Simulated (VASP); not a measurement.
Level of theory: PBEsol GGA, VASP's PBE PAW potentials (set 64) (plane waves; VASP 6.6.1).

VASP ran on this input.

### POSCAR
```
CaO
1
    0.0000000000     2.3880329525     2.3880329525
    2.3880329525     0.0000000000     2.3880329525
    2.3880329525     2.3880329525     0.0000000000
Ca O
1 1
Direct
  0.0000000000   0.0000000000   0.0000000000
  0.5000000000   0.5000000000   0.5000000000
```

KPOINTS:
```
Automatic mesh
0
Gamma
12 12 12
0 0 0
```

**INCAR**
```
LOPTICS=.TRUE.
SIGMA=0.01   ! width (eV)
LREAL=.FALSE.   ! projection in real space or not
SYSTEM=CaO
ALGO=Normal   ! blocked Davidson
LWAVE=.FALSE.
ISMEAR=0
LCHARG=.FALSE.
NBANDS=36
LASPH=.TRUE.   ! aspherical one-centre terms
NELM=100   ! most electronic steps
EDIFF=1E-7
GGA=PS   ! PBEsol
PREC=Accurate
NEDOS=1001
CSHIFT=0.1
ENCUT=520
```

POTCAR, in this order: Ca_sv O (PBE.64 set). Program: vasp_std.

Problem. What does the run give for the energy per atom (σ→0), band gap (on the k-mesh)?

Solution. 
| Item | Value |
|---|---|
| energy per atom (σ→0) | -6.706 eV/atom |
| band gap (on the k-mesh) | 3.53 eV |

OSZICAR:
```
...
DAV:   8    -0.134119393017E+02    0.17081E-01   -0.69496E-02  7276   0.128E+00    0.373E-01
DAV:   9    -0.134109642410E+02    0.97506E-03   -0.25013E-03  6344   0.233E-01    0.122E-01
DAV:  10    -0.134113467822E+02   -0.38254E-03   -0.22379E-04  6096   0.932E-02    0.828E-02
DAV:  11    -0.134113027300E+02    0.44052E-04   -0.29084E-05  5988   0.348E-02    0.127E-02
DAV:  12    -0.134113017349E+02    0.99513E-06   -0.30207E-06  6580   0.101E-02    0.181E-03
DAV:  13    -0.134113018054E+02   -0.70519E-07   -0.12434E-07  6608   0.179E-03
   1 F= -.13411302E+02 E0= -.13411302E+02  d E =-.492907E-72
 imaginary and real dielectric function
```

The compound is CaO in the rock salt structure. It was relaxed first.
